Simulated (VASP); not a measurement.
Input:

```yaml
crystal:
  lattice:
    - [3.86810, 0.00000, 0.00000]
    - [0.00000, 3.86810, 0.00000]
    - [0.00000, 0.00000, 5.00527]
  atoms:
    - { symbol: Sn, position: [0.50000, 0.00000, 0.76801] }
    - { symbol: Sn, position: [0.00000, 0.50000, 0.23199] }
    - { symbol: O, position: [0.50000, 0.50000, 0.00000] }
    - { symbol: O, position: [0.00000, 0.00000, 0.00000] }
```

All values below come from PW91 GGA, VASP's PBE PAW potentials (set 64) (plane waves; VASP). Numerical set-up: 520 eV cut-off, 7×7×5 Γ-centred mesh, tetrahedra with Blöchl corrections, potentials Sn_d O.

Without a dispersion term in the relaxation, distances and binding between the weakly bound layers, chains or molecules are unreliable, and so is what depends on them.

Problem. Predict the energy per atom (σ→0).

Solution. 
```json
{
  "energy per atom (σ→0)": "-5.730 eV/atom"
}
```

Total energies compare only between runs with the same potentials, cut-off and functional.

The compound is SnO in the litharge structure. It was relaxed first, which changed the volume by +7 %.
